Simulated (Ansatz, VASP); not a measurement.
## Cross-check of ZrSeS between VASP and Ansatz

Wanted: the spread between two codes on one cell, functional and k mesh. The cell is taken from a series of runs on this material, whose earlier steps may have relaxed, scaled, displaced or heated it; both programs get it as it stands.

Method: plane waves, with VASP 6.6.1 beside it; zone-centre phonons at LDA, in Ansatz 0.2.0.

## Step 1: Set-up

It takes space group P3m1 (No. 156, trigonal). Conventional cell: a = 3.645 Å, b = 3.645 Å, c = 5.817 Å, α = 90.00°, β = 90.00°, γ = 120.00°. Nearest to Zr lie 3 S at 2.53 Å and 3 Se at 2.66 Å. Se has 3 Zr at 2.66 Å nearest. Nearest to S lie 3 Zr at 2.53 Å. Farther neighbours and most contacts between anions are not listed.

## Step 2: Ansatz: zone-centre phonons, LDA

Ansatz runs on its default PAW (the set named soft_2) files.

Second derivatives magnify differences that forces hide, and they need a tight electronic threshold.

input.yaml reads:

```yaml
crystal:
  lattice:
    - [3.6454735525, 0.0, 0.0]
    - [-1.8227367762, 3.1570727053, 0.0]
    - [0.0, 0.0, 5.8171555965]
  atoms:
    - { symbol: Zr, position: [0.0, 0.0, 0.0133424994] }
    - { symbol: Se, position: [0.6666666667, 0.3333333333, 0.7329348125] }
    - { symbol: S, position: [0.3333333333, 0.6666666667, 0.2537226881] }
total_charge: 0.12
kpoints:
  mp_grid: { grid: [12, 12, 6] }
hamiltonian:
  xc: lda
scf:
  occupations: { method: fermi_dirac, width: 0.1 }
  n_extra_bands: 9
output:
  eigenvalues: true
phonons:
  method: dfpt
```

Run with:

```bash
> ansatz run input.yaml --threads 4 --pin off --max-ram 8192MiB --backend cpu --events-out ev --progress --plain --runs-dir out
```

Numbers of over 12 decimals in the logs are rounded to 6 here.

The log of the run:

```text
scf.n_extra_bands = 9 over 17 filled bands (N_el = 33.9): the run solves 26 bands
Engine: ansatz 0.2.0, aarch64-unknown-linux-gnu
Pseudopotentials: kind: paw
Pseudopotential: Zr, paw, valence charge 12, recommended cutoff 420 eV (normal), Zr.paw.azcp
Pseudopotential: Se, paw, valence charge 16, recommended cutoff 420 eV (normal), Se.paw.azcp
Pseudopotential: S, paw, valence charge 6, recommended cutoff 420 eV (normal), S.paw.azcp
Functional definition: SPW92
  exchange = slater_x
  correlation = pw_c
Crystal: 3 atoms, lattice volume = 66.950 Å³
Basis set: ecut = 420 eV, 1291 PW (Γ), exchange–correlation on 50×50×80 points (8 copies of the dense FFT grid, shifted against one another)
Bands: 26, of which v1, the nominal top of the filled ones, is band 17 counted from 1 (16 counted from 0)
Symmetry: 6 space group operations
k-points: 242 of 864 (irreducible under 2 space group operations, time reversal used)
Non-local potential: Zr, projectors of the file, l = 0: 3, l = 1: 2, l = 2: 2, l = 3: 2
Non-local potential: Se, projectors of the file, l = 0: 2, l = 1: 2, l = 2: 3, l = 3: 1
Non-local potential: S, projectors of the file, l = 0: 2, l = 1: 2, l = 2: 2
PAW form: soft (Blöchl's): semilocal exchange-correlation on the pseudo side does not see the compensation charge
PAW frozen core: Zr, regenerated for the run's functional, and the local potential with it (the file was generated under x = pbe(κ = 0.804, μ = 0.219515), c = pbe(β = 0.066725))
PAW frozen core: Se, regenerated for the run's functional, and the local potential with it (the file was generated under x = pbe(κ = 0.804, μ = 0.219515), c = pbe(β = 0.066725))
PAW frozen core: S, regenerated for the run's functional, and the local potential with it (the file was generated under x = pbe(κ = 0.804, μ = 0.219515), c = pbe(β = 0.066725))
PAW one-centre angular grid: Zr, 590 points (default); XC on 64 Gauss nodes
PAW one-centre angular grid: Se, 590 points (default); XC on 64 Gauss nodes
PAW one-centre angular grid: S, 110 points (default); XC on 64 Gauss nodes
Initial density: superposition of atomic densities (neutral atoms scaled as one to the charged cell's electrons: chi_scale 0, normalization atom), corrected by the library's trained network
Initial wavefunctions: pseudopotential atomic-orbital guess
Functional: x = slater, c = lda
SCF iter   1: F=—  HF=-10335.777582 eV  |F-HF|=—  |Δ(HF+E_count)|=         —  Δρ=1.16e-2  dr2=1.92e-1  ethr=1.77e-3  ⟨swp⟩=5.0  Hψ=29022  notcnv=0  defer=10
preconditioner: auto → LDOS  [metal: Δε(μ)=0.036 eV  Ē_g=10.511 eV  σ=0.100 eV  W_gap=0.09  n_scr=22 (ndim 8)  ℏωp=18.1 eV  f_vac=0.017  D(μ)=0.52/eV (n_scr^D=2)  β→1.0]
SCF iter   2: F=—  HF=-10335.797706 eV  |F-HF|=—  |Δ(HF+E_count)|=   2.01e-2  Δρ=1.21e-2  dr2=3.56e-1  ethr=5.65e-4  ⟨swp⟩=3.9  Hψ=14499  notcnv=0  defer=512
SCF iter   3: F=—  HF=-10335.726261 eV  |F-HF|=—  |Δ(HF+E_count)|=   7.14e-2  Δρ=1.59e-3  dr2=2.44e-3  ethr=5.65e-4  ⟨swp⟩=2.0  Hψ=8576  notcnv=0  defer=512
SCF iter   4: F=—  HF=-10335.725503 eV  |F-HF|=—  |Δ(HF+E_count)|=   7.58e-4  Δρ=4.48e-4  dr2=8.96e-5  ethr=7.21e-6  ⟨swp⟩=2.6  Hψ=9457  notcnv=0  defer=512
SCF iter   5: F=—  HF=-10335.725479 eV  |F-HF|=—  |Δ(HF+E_count)|=   2.47e-5  Δρ=1.00e-4  dr2=4.32e-6  ethr=2.64e-7  ⟨swp⟩=2.0  Hψ=9539  notcnv=0  defer=512
SCF iter   6: F=—  HF=-10335.725478 eV  |F-HF|=—  |Δ(HF+E_count)|=   4.36e-7  Δρ=1.94e-5  dr2=2.80e-7  ethr=1.28e-8  ⟨swp⟩=2.0  Hψ=9641  notcnv=0  defer=512
SCF iter   7: F=—  HF=-10335.725478 eV  |F-HF|=—  |Δ(HF+E_count)|=   5.31e-8  Δρ=3.62e-6  dr2=4.70e-9  ethr=8.27e-10  ⟨swp⟩=3.0  Hψ=10529  notcnv=0  defer=512
SCF iter   8: F=—  HF=-10335.725478 eV  |F-HF|=—  |Δ(HF+E_count)|=   5.21e-9  Δρ=8.09e-7  dr2=2.35e-10  ethr=1.39e-11  ⟨swp⟩=2.0  Hψ=9095  notcnv=0  defer=512
SCF iter   9: F=-10335.725478 eV  HF=-10335.725478 eV  |F-HF|=3.64e-12  |Δ(HF+E_count)|=  2.73e-11  Δρ=9.37e-8  dr2=8.21e-12  ethr=1.00e-12  ⟨swp⟩=9.4  Hψ=35950  notcnv=0
SCF 1 converged in 9 iterations: F = -10335.725478 eV  dr2 = 8.21e-12
  greatest PAW one-centre occupation: 1.000 electrons in one spin orbital (limit 2), on the Se atom at site 1 (counted from 0), in its partial waves of l = 2
DFPT response loops at Γ: preconditioner auto → Kerker (q_TF=auto, 2.436 Å⁻¹) (partly filled bands, converged f_vac=0.015); β = 1.00, the filter's whole step (`scf.mixing.beta` (0.50) is not read by the response loops under this deck's `scf.mixing.preconditioner`; to damp them name `kerker` or `kerker_dos`, under which they read `scf.mixing.beta`, and type it under 1.00, their step now; both keys bind the ground state too); Broyden in place of MSR1
SCF converged after 9 iterations
Free energy (F): -10335.725478 eV
Harris-Foulkes:  -10335.725478 eV  (|F-HF|=3.64e-12)
Internal energy: -10335.708186 eV  (E = F + TS)
E sigma→0 (E₀):  -10335.716832 eV
Entropy (-TS):   -0.017292 eV (-5.764 meV/atom)
Fermi energy:    8.687682 eV
--- Per-component energies (eV) ---
  E_band       = -508.728870
  E_kinetic    = 559.844690
  E_local      = -3638.968324  (includes V_loc(G=0)·N_el)
  E_nonlocal   = -477.662705
  E_hartree    = 1649.912533
  E_xc         = -360.729676
  E_vxc        = -377.319296  (∫ρ·V_xc dr)
  E_paw        = -5244.140439  (= ΣΔE_a)
  E_vpaw       = 125.552259  (= ΣTr[D̂ρ^β])
  E_aug_tail   = -0.000563  (compensation charges beyond the density's cutoff)
  E_ewald      = -2826.704663
  E_core_change = 2.740961  (= ΣΔE_core)
  E_smearing   = -0.017292  (= −TS)
  E_closure    = 0.000000  (closes the sum)
  E_deformation_potential = 1.934558  (in the stress; not in F)
  Σ components = -10335.725478   (vs F -10335.725478, Δ=0.00e0)
--- Band table (eV; the first three rows and the last of 242) ---
  k-point 0: bands = [... 13 lower, 5.9486, 8.9885, 9.0087, 9.0087, 10.1547, 10.1547, 10.6948, 13.4266, ... 5 higher]
  k-point 1: bands = [... 13 lower, 5.9638, 8.3775, 8.9445, 8.9445, 10.1424, 10.1424, 10.9263, 13.5704, ... 5 higher]
  k-point 2: bands = [... 13 lower, 5.9953, 7.2799, 8.8215, 8.8215, 10.1166, 10.1166, 11.1279, 13.8746, ... 5 higher]
  k-point 241: bands = [... 13 lower, 6.0211, 6.5388, 6.9036, 7.3403, 10.6117, 10.9087, 12.1021, 13.5333, ... 5 higher]
--- Phonons (Γ-DFPT): 6 representative perturbations + reference, on 242 of 864 k-points (Σ response iterations 18) ---
  k mesh reduced under 2 symmetry operations, with k and −k counted as one. Each operation leaves every solved perturbation unchanged. A smaller set is not used because it would not reduce the number of displacements times k-points to solve
  ASR residual: 3.119e-4 → 0.000e0 eV/Å²; symmetrization residual: 2.967e-5 eV/Å²
  ASR residual per site (eV/Å²): 3.12e-4 1.95e-5 7.00e-5
  Γ frequencies (cm⁻¹): 0.00 0.00 0.00 132.54 132.54 227.63 228.24 228.24 307.46
  non-analytic LO–TO correction: not included (Born effective charges unavailable; polar crystals: no LO–TO splitting at Γ)
```

Reading the cycles: dr2 is the Hartree energy of the density residual (eV), the measure of convergence; HF is the Harris–Foulkes estimate of the energy, which meets the free energy F at convergence.

(Part 1 of 2 ends here.)

[Lines on the potential files, build, host, timing and source positions are cut from VASP's logs without a mark.]

[Logs are printed without paths, hosts, clocks, repeated set-up lines and the standing remarks that a program may print on its own settings, such as how far it seeks lower states.]

[Hosts, paths, dates, database ids (printed as entryN), source tags and the programs' standing remarks are cut or masked in the printed files.]
